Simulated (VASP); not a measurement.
# Mn3Zn (I4/mmm) in VASP: runs at scaled volumes

Single points of Mn3Zn at other volumes, in PBE.

Program: VASP 6.6.1. These are calculated values, not measurements. Logs are shortened: lines on timing, memory, paths and dates and some standing lists are left out, and cuts for length are marked.

## (1) The undisturbed crystal

The structure is tetragonal, space group I4/mmm (No. 139). Conventional cell: a = 3.509 Å, b = 3.509 Å, c = 7.644 Å, α = 90.00°, β = 90.00°, γ = 90.00°. Zn (site symmetry 4/mmm) has 12 Mn at 2.48 to 2.59 Å as nearest neighbours. Mn (site symmetry 4/mmm) is surrounded by 4 Zn at 2.48 Å and 8 Mn at 2.59 Å. Around Mn (site symmetry -4m2) lie 8 Mn at 2.48 to 2.59 Å and 4 Zn at 2.59 Å.

The cell comes from a database or a generator and needn't be the stable form of this composition.

## (2) Equation of state, PBE, collinear spin, ferromagnetic start, 11.06 Å³/atom (volume scaled by 0.94)

Input file INCAR:

```
PREC     = Accurate       # precision mode
ENCUT    = 520            # plane-wave cutoff, eV
EDIFF    = 1E-7           # SCF threshold, eV
ISMEAR   = -1             # smearing method
SIGMA    = 0.05           # smearing width, eV
LREAL    = False          # projectors in reciprocal space
LASPH    = True           # aspherical terms in the spheres
NELM     = 120            # most SCF steps
ALGO     = Normal         # electronic algorithm
ISIF     = 2              # what is computed and relaxed
LWAVE    = False          # write WAVECAR
LCHARG   = False          # write CHGCAR
ISPIN    = 2              # spin polarisation
MAGMOM   = 0 4 4 4        # initial moments
LORBIT   = 11             # projections on sites
LMAXMIX  = 4              # l up to which the mixer works
GGA      = PE             # functional
NBANDS   = 38             # bands
```

Input file KPOINTS:

```
Automatic mesh
0
Gamma
  11 11 11
```

Input file POSCAR:

```
Mn3Zn
1.0
   -1.7185956650      1.7185956650      3.7437812107
    1.7185956650     -1.7185956650      3.7437812107
    1.7185956650      1.7185956650     -3.7437812107
Zn Mn
1 3
Direct
    0.0000000000      0.0000000000      0.0000000000
    0.5000000000      0.5000000000      0.0000000000
    0.2500000000      0.7500000000      0.5000000000
    0.7500000000      0.2500000000      0.5000000000
```

Potentials or basis: VASP PAW PBE potentials, release 64 (Zn, Mn_pv).

Command:

```bash
$ cat potpaw_PBE.64/Zn/POTCAR potpaw_PBE.64/Mn_pv/POTCAR > POTCAR
$ mpirun -np 1 vasp_std > vasp.out
```

OUTCAR:

```text
PREC = Accurate
   ENCUT = 520
   EDIFF = 1E-7
   ISMEAR = -1
   LREAL = False
   LASPH = True
   NELM = 120
   ISIF = 2
   ISPIN = 2
   LORBIT = 11
   GGA = PE

 Found    126 irreducible k-points:

 Following reciprocal coordinates:
            Coordinates               Weight
  0.000000  0.000000  0.000000      1.000000
  0.090909  0.000000 -0.000000      8.000000
  0.181818  0.000000  0.000000      8.000000
  0.272727  0.000000  0.000000      8.000000
  0.363636 -0.000000  0.000000      8.000000
  0.454545  0.000000 -0.000000      8.000000
   k-points           NKPTS =    126   k-points in BZ     NKDIM =    126   number of bands    NBANDS=     38
   number of dos      NEDOS =    301   number of ions     NIONS =      4
   total plane-waves  NPLWV =  46656
   dimension x,y,z NGX =    36 NGY =   36 NGZ =   36
   dimension x,y,z NGXF=    72 NGYF=   72 NGZF=   72
   ions per type =               1   3
   NGX,Y,Z   is equivalent  to a cutoff of  13.41, 13.41, 13.41 a.u.
   NGXF,Y,Z  is equivalent  to a cutoff of  26.82, 26.82, 26.82 a.u.
 SYSTEM =  unknown system
   PREC   = accura    normal or accurate (medium, high low for compatibility)
   ISTART =      0    job   : 0-new  1-cont  2-samecut
   ICHARG =      2    charge: 1-file 2-atom 10-const
   ISPIN  =      2    spin polarized calculation?
   LNONCOLLINEAR =      F non collinear calculations
   LSORBIT =      F    spin-orbit coupling
   LASPH  =      T    aspherical Exc in radial PAW
   ENCUT  =  520.0 eV  38.22 Ry    6.18 a.u.   8.30  8.30  8.30*2*pi/ulx,y,z
   NELM   =    120;   NELMIN=  2; NELMDL= -5     # of ELM steps
   EDIFF  = 0.1E-06   stopping-criterion for ELM
   LREAL  =      F    real-space projection
   EDIFFG = 0.1E-05   stopping-criterion for IOM
   NSW    =      0    number of steps for IOM
   IBRION =     -1    ionic relax: 0-MD 1-quasi-New 2-CG
   NFREE  =      0    steps in history (QN), initial steepest desc. (CG)
   ISIF   =      2    stress and relaxation
   ISYM   =      2    0-nonsym 1-usesym 2-fastsym
   POTIM  = 0.5000    time-step for ionic-motion
   TEBEG  =    0.0;   TEEND  =   0.0 temperature during run
   PSTRESS=    0.0 pullay stress
   NELECT =      51.0000    total number of electrons
   NUPDOWN=      -1.0000    fix difference up-down
   EMIN   =  10.00;   EMAX   =-10.00  energy-range for DOS
   EFERMI =   0.00;   METHOD = LEGACY
   ISMEAR =    -1;   SIGMA  =   0.05  broadening in eV -4-tet -1-fermi 0-gaus
   EFERMI_NEDOS =   21; number of points for ismear=-14 and -15
   IALGO  =     38    algorithm
   IMIX   =      4    mixing-type and parameters
     AMIX     =   0.40;   BMIX     =  1.00
     AMIX_MAG =   1.60;   BMIX_MAG =  1.00
  volume/ion in A,a.u.               =      11.06        74.62
  Fermi-wavevector in a.u.,A,eV,Ry     =   1.716692  3.244077 40.096775  2.947030
  Thomas-Fermi vector in A             =   2.793830
   LORBIT       =     11    0 simple, 1 ext, 2 COOP (PROOUT), +10 PAW based schemes
   GGA     = PE    functional components
   LHFCALC =     F    Hartree Fock is set to
   AEXX    =    0.0000 exact exchange contribution
   IVDW    =     0    specifies the selected vdW correction
   LEPSILON=     F    determine dielectric tensor
   LRPA    =     F    only Hartree local field effects (RPA)
 spin polarized calculation
  energy-cutoff  :      520.00
  volume of cell :       44.23
 maximum number of plane-waves:      1214
 NGX is ok and might be reduce to    36
   NGX = 17   NGY = 17   NGZ = 17

 number of electron      51.0000000 magnetization      12.0000000

 number of electron      51.0000013 magnetization       3.1906449

 Free energy of the ion-electron system (eV)
  ---------------------------------------------------
  ext. energy  EPLUGINS =         0.00000000
  ---------------------------------------------------
  free energy    TOTEN  =       -27.17769436 eV

  energy without entropy =      -27.13799173  energy(sigma->0) =      -27.15784304

 E-fermi :   8.7840     XC(G=0): -13.6951

 val. band max:        8.7827730907   @ k =  -0.4545  -0.4545   0.2727
 cond. band min:       8.7840927265   @ k =  -0.4545   0.2727   0.0909
 fundamental gap:      0.0013196359
 Fermi energy:         8.7839936416

 spin component 1

 k-point     1 :       0.0000    0.0000    0.0000
  band No.  band energies     occupation
      1     -39.7793      1.00000
      2     -39.7793      1.00000
      3     -39.7719      1.00000
      4     -39.7348      1.00000
      5     -39.7348      1.00000
      6     -39.4708      1.00000
[... 29 lines left out ...]
     36      17.3786      0.00000
     37      19.0444      0.00000

 k-point     2 :       0.0909    0.0000   -0.0000
  band No.  band energies     occupation
      1     -39.7934      1.00000
      2     -39.7767      1.00000
      3     -39.7547      1.00000
      4     -39.7295      1.00000
      5     -39.7283      1.00000
      6     -39.4688      1.00000
[... 29 lines left out ...]
     36      17.8483      0.00000
     37      19.1593      0.00000

 k-point     3 :       0.1818    0.0000    0.0000
  band No.  band energies     occupation
      1     -39.7948      1.00000
      2     -39.7715      1.00000
      3     -39.7612      1.00000
      4     -39.7114      1.00000
      5     -39.6912      1.00000
      6     -39.4652      1.00000
[... 29 lines left out ...]
     36      18.8862      0.00000
     37      19.3021      0.00000

 k-point     4 :       0.2727    0.0000    0.0000
  band No.  band energies     occupation
      1     -39.7824      1.00000
      2     -39.7721      1.00000
      3     -39.7673      1.00000
      4     -39.6791      1.00000
      5     -39.6431      1.00000
      6     -39.4651      1.00000
[... 29 lines left out ...]
     36      19.4908      0.00000
     37      20.1121      0.00000

 k-point     5 :       0.3636   -0.0000    0.0000
  band No.  band energies     occupation
      1     -39.7912      1.00000
      2     -39.7649      1.00000
      3     -39.7453      1.00000
      4     -39.6352      1.00000
      5     -39.5966      1.00000
      6     -39.5057      1.00000
[... 29 lines left out ...]
     36      20.0154      0.00000
     37      20.1116      0.00000

 k-point     6 :       0.4545    0.0000   -0.0000
  band No.  band energies     occupation
      1     -39.7988      1.00000
      2     -39.7637      1.00000
      3     -39.7113      1.00000
      4     -39.5868      1.00000
      5     -39.5803      1.00000
      6     -39.5286      1.00000
[... 29 lines left out ...]
     36      19.5144      0.00000
     37      21.3183      0.00000

 [... further k-points ...]

 spin component 2

 k-point     1 :       0.0000    0.0000    0.0000
  band No.  band energies     occupation
      1     -38.7553      1.00000
      2     -38.7553      1.00000
      3     -38.7066      1.00000
      4     -38.4935      1.00000
      5     -38.3489      1.00000
      6     -38.3489      1.00000
[... 29 lines left out ...]
     36      17.7770      0.00000
     37      19.4791      0.00000

 k-point     2 :       0.0909    0.0000   -0.0000
  band No.  band energies     occupation
      1     -38.7536      1.00000
      2     -38.7472      1.00000
      3     -38.6959      1.00000
      4     -38.4997      1.00000
      5     -38.3568      1.00000
      6     -38.3539      1.00000
[... 29 lines left out ...]
     36      18.1499      0.00000
     37      19.5273      0.00000

 k-point     3 :       0.1818    0.0000    0.0000
  band No.  band energies     occupation
      1     -38.7427      1.00000
      2     -38.7233      1.00000
      3     -38.6710      1.00000
      4     -38.5150      1.00000
      5     -38.3801      1.00000
      6     -38.3732      1.00000
[... 29 lines left out ...]
     36      19.1890      0.00000
     37      19.6478      0.00000

 k-point     4 :       0.2727    0.0000    0.0000
  band No.  band energies     occupation
      1     -38.7169      1.00000
      2     -38.6857      1.00000
      3     -38.6430      1.00000
      4     -38.5317      1.00000
      5     -38.4175      1.00000
      6     -38.4127      1.00000
[... 29 lines left out ...]
     36      19.8420      0.00000
     37      20.3992      0.00000

 k-point     5 :       0.3636   -0.0000    0.0000
  band No.  band energies     occupation
      1     -38.6770      1.00000
      2     -38.6372      1.00000
      3     -38.6194      1.00000
      4     -38.5429      1.00000
      5     -38.4697      1.00000
      6     -38.4659      1.00000
[... 29 lines left out ...]
     36      20.4448      0.00000
     37      20.4573      0.00000

 k-point     6 :       0.4545    0.0000   -0.0000
  band No.  band energies     occupation
      1     -38.6392      1.00000
      2     -38.5940      1.00000
      3     -38.5827      1.00000
      4     -38.5464      1.00000
      5     -38.5329      1.00000
      6     -38.5206      1.00000
[... 29 lines left out ...]
     36      19.7075      0.00000
     37      21.7067      0.00000

 [... further k-points ...]

 [bands above 37 left out]

------------------------ aborting loop because EDIFF is reached ----------------------------------------

  FORCE on cell =-STRESS in cart. coord.  units (eV):
  Direction    XX          YY          ZZ          XY          YZ          ZX
  --------------------------------------------------------------------------------------
  -------------------------------------------------------------------------------------
  Total        3.3803299      3.3803299      3.2461547      0.0000000      0.0000000      0.0000000
  in kB      122.4480279    122.4480279    117.5877049      0.0000000      0.0000000      0.0000000
  external PRESSURE =     120.8279202 kB  Pullay stress =       0.0000000 kB

 VOLUME and BASIS-vectors are now :
 -----------------------------------------------------------------------------
  energy-cutoff  :      520.00
  volume of cell :       44.23
      direct lattice vectors                 reciprocal lattice vectors
    -1.718595665  1.718595665  3.743781211     0.000000000  0.290935215  0.133554813
     1.718595665 -1.718595665  3.743781211     0.290935215  0.000000000  0.133554813
     1.718595665  1.718595665 -3.743781211     0.290935215  0.290935215  0.000000000

 POSITION                                       TOTAL-FORCE (eV/Angst)
 -----------------------------------------------------------------------------------
      0.00000      0.00000      0.00000        -0.000000      0.000000      0.000000
      0.00000      0.00000      3.74378        -0.000000      0.000000      0.000000
      1.71860      0.00000      1.87189         0.000000      0.000000     -0.000000
      0.00000      1.71860      1.87189         0.000000     -0.000000      0.000000
 -----------------------------------------------------------------------------------
    total drift:                               -0.000000      0.000000      0.000000

  FREE ENERGIE OF THE ION-ELECTRON SYSTEM (eV)
  ---------------------------------------------------
  free  energy   TOTEN  =       -27.1776943593 eV

  energy  without entropy=      -27.1379917259  energy(sigma->0) =      -27.15784304

 total charge

# of ion       s       p       d       tot
------------------------------------------
    1        0.688   0.761   9.742  11.191
    2        0.375   6.367   5.171  11.913
    3        0.396   6.352   5.175  11.923
    4        0.396   6.352   5.175  11.923
--------------------------------------------------
tot          1.855  19.832  25.263  46.950

 magnetization (x)

# of ion       s       p       d       tot
------------------------------------------
    1       -0.017  -0.034   0.027  -0.024
    2        0.000   0.002   1.359   1.361
    3       -0.001  -0.011   0.931   0.919
    4       -0.001  -0.011   0.931   0.919
--------------------------------------------------
tot         -0.018  -0.054   3.247   3.175
```

Run time: 14 min. Hardware: 1 thread of Intel Xeon Platinum 8488C (Sapphire Rapids), shared host; peak memory 0.46 GiB.

Results:

```
Free energy                                           : -27.1777 eV
Pressure                                              : 12.1 GPa
Band gap on the k mesh                                : none (metal or under the smearing width)
Net moment                                            : 3.19 μB per cell
Site moments                                          : Zn -0.02; Mn +1.36, +0.92 μB
Valence electrons inside the program's atomic spheres : Zn 11.19; Mn 11.91, 11.92
```

Caveat: the moment fell far below its start of 4 μB, so a state of higher moment may lie lower in energy.
